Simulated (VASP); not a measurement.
A convergence study with VASP on EuO (rock salt): one setting is varied, all else stays as given below, so the limit is that of these other settings. ε∞ is the independent-particle value.

```
EuO
1.0
    0.00000     2.57000     2.57000
    2.57000     0.00000     2.57000
    2.57000     2.57000     0.00000
Eu O
1 1
Direct
  0.00000   0.00000   0.00000
  0.50000   0.50000   0.50000
```

These are PBE GGA, VASP's PBE PAW potentials (set 64) (plane waves; VASP) values and carry that method's errors. The tightest run used: 700 eV cut-off, 8×8×8 Γ-centred mesh, Gaussian smearing of 0.050 eV, potentials Eu_2 O.

The 4f electrons are frozen in the core of the lanthanide potential, so 4f levels, which can set the real gap, and their magnetism are missing.

Problem. The settings run are NBANDS = 8; NBANDS = 9; NBANDS = 11; NBANDS = 15; NBANDS = 23; NBANDS = 39; NBANDS = 71; NBANDS = 135. From which on does the mean ε∞ stay within 0.1  of the tightest run?

Solution. From NBANDS = 23 on: it is off by 0.05 there and by no more than 0.1 in any finer run, while NBANDS = 15 is off by 0.18.
| setting | mean ε∞ | bands | difference judged () |
|---|---|---|---|
| NBANDS = 8 | 2.03 | 8 | 2.23 |
| NBANDS = 9 | 2.74 | 9 | 1.52 |
| NBANDS = 11 | 3.44 | 11 | 0.82 |
| NBANDS = 15 | 4.07 | 15 | 0.18 |
| NBANDS = 23 | 4.21 | 23 | 0.05 |
| NBANDS = 39 | 4.24 | 39 | 0.02 |
| NBANDS = 71 | 4.25 | 71 | 0.00 |
| NBANDS = 135 | 4.25 | 135 | 0.00 |

Left out are rungs that failed or repeat a setting and relaxations that didn't move; long series are thinned to 24 rows.

The compound is EuO in the rock salt structure. The cell was not relaxed at this level.
